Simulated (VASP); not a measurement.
Output of a VASP run:

**OSZICAR**
```
       N       E                     dE             d eps       ncg     rms          rms(c)
DAV:   1     0.910901655537E+02    0.91090E+02   -0.82912E+03  1653   0.128E+03
DAV:   2    -0.294335032333E+01   -0.94034E+02   -0.92567E+02  2093   0.551E+02
DAV:   3    -0.808592784534E+01   -0.51426E+01   -0.48897E+01  2410   0.962E+01
DAV:   4    -0.835377968665E+01   -0.26785E+00   -0.25610E+00  2583   0.142E+01
DAV:   5    -0.835958363415E+01   -0.58039E-02   -0.57853E-02  2474   0.229E+00    0.234E+01
DAV:   6    -0.836220006492E+01   -0.26164E-02   -0.28976E-02  2419   0.224E+00    0.140E+01
DAV:   7    -0.837328829103E+01   -0.11088E-01   -0.54786E-02  2333   0.316E+00    0.317E-01
DAV:   8    -0.837312506616E+01    0.16322E-03   -0.32363E-03  2156   0.616E-01    0.596E-02
DAV:   9    -0.837315688981E+01   -0.31824E-04   -0.22841E-04  2441   0.183E-01    0.349E-02
DAV:  10    -0.837315029778E+01    0.65920E-05   -0.34294E-05  2440   0.612E-02    0.539E-02
DAV:  11    -0.837315153620E+01   -0.12384E-05   -0.39203E-06  2057   0.194E-02    0.346E-03
DAV:  12    -0.837315179527E+01   -0.25907E-06   -0.22889E-07  1188   0.705E-03
   1 F= -.83731518E+01 E0= -.83744835E+01  d E =-.837315E+01
       N       E                     dE             d eps       ncg     rms          rms(c)
DAV:   1    -0.837323142366E+01   -0.79887E-04   -0.26278E-03  2030   0.473E-01    0.438E-02
DAV:   2    -0.837319595416E+01    0.35470E-04   -0.12289E-04  2339   0.163E-01    0.230E-02
DAV:   3    -0.837317466559E+01    0.21289E-04   -0.27322E-05  2590   0.637E-02    0.101E-02
DAV:   4    -0.837317398730E+01    0.67828E-06   -0.35713E-06  1602   0.218E-02
   2 F= -.83731740E+01 E0= -.83744910E+01  d E =-.221920E-04
```

File OUTCAR:
```
------------------------ aborting loop because EDIFF is reached ----------------------------------------
  FORCE on cell =-STRESS in cart. coord.  units (eV):
  Direction    XX          YY          ZZ          XY          YZ          ZX
  --------------------------------------------------------------------------------------
  Total        0.0064583      0.0064583     -0.0115731      0.0000000      0.0000000     -0.0000000
  in kB        0.1582467      0.1582468     -0.2835735      0.0000000      0.0000000     -0.0000000
  external PRESSURE =       0.0109733 kB  Pullay stress =       0.0000000 kB
  volume of cell :       65.39
      direct lattice vectors                 reciprocal lattice vectors
     1.827681803 -3.165637801  0.000000000     0.273570596 -0.157946054  0.000000000
     1.827681803  3.165637801 -0.000000000     0.273570596  0.157946054  0.000000000
     0.000000000  0.000000000  5.650721742     0.000000000  0.000000000  0.176968544
 POSITION                                       TOTAL-FORCE (eV/Angst)
 -----------------------------------------------------------------------------------
      1.82768      1.05521      1.41268         0.000000      0.000000      0.000000
      1.82768     -1.05521      4.23804        -0.000000     -0.000000      0.000000
 -----------------------------------------------------------------------------------
    total drift:                                0.000000      0.000094     -0.000011
  FREE ENERGIE OF THE ION-ELECTRON SYSTEM (eV)
  ---------------------------------------------------
  free  energy   TOTEN  =        -8.3731739873 eV

  energy  without entropy=       -8.3771251104  energy(sigma->0) =       -8.37449103

 reached required accuracy - stopping structural energy minimisation
```
(Selected blocks of OUTCAR.)

POSCAR:
```
Ho
1
    1.8274534601    -3.1652422992     0.0000000000
    1.8274534601     3.1652422992    -0.0000000000
    0.0000000000     0.0000000000     5.6557777640
Ho
2
Direct
  0.3333330000   0.6666670000   0.2500000000
  0.6666670000   0.3333330000   0.7500000000
```

Question: Reconstruct the remaining input files.

Answer: Several could match; the one computed here: the input of the run itself, RPBE GGA, plane waves, VASP's PBE PAW potentials (set 64).

File KPOINTS:
```
Automatic mesh
0
Gamma
10 10 6
0 0 0
```

INCAR:
```
! general
SYSTEM  = Ho
PREC    = Accurate
ENCUT   = 520   ! plane-wave cut-off (eV)
LREAL   = .FALSE.   ! projection in real space or not
LASPH   = .TRUE.

! electronic loop
EDIFF   = 1E-6   ! SCF stop (eV)
NELM    = 100   ! most electronic steps
ALGO    = Normal   ! blocked Davidson
LMAXMIX = 6

! smearing
ISMEAR  = 1   ! Methfessel-Paxton
SIGMA   = 0.1   ! width (eV)

! functional
GGA     = RP   ! RPBE

! ions
IBRION  = 2   ! conjugate gradients
NSW     = 60
ISIF    = 3   ! ions, shape and volume
EDIFFG  = -0.01   ! ionic stop

! output
LWAVE   = .FALSE.
LCHARG  = .FALSE.
```

POTCAR, in this order: Ho_3 (PBE.64 set). Program: vasp_std.

The 4f electrons are frozen in the core of the lanthanide potential, so 4f levels, which can set the real gap, and their magnetism are missing.

The compound is Ho in the hcp structure. This run relaxes it. Symmetry was kept, so distortions that lower it aren't found. The start is the result of an earlier pass.
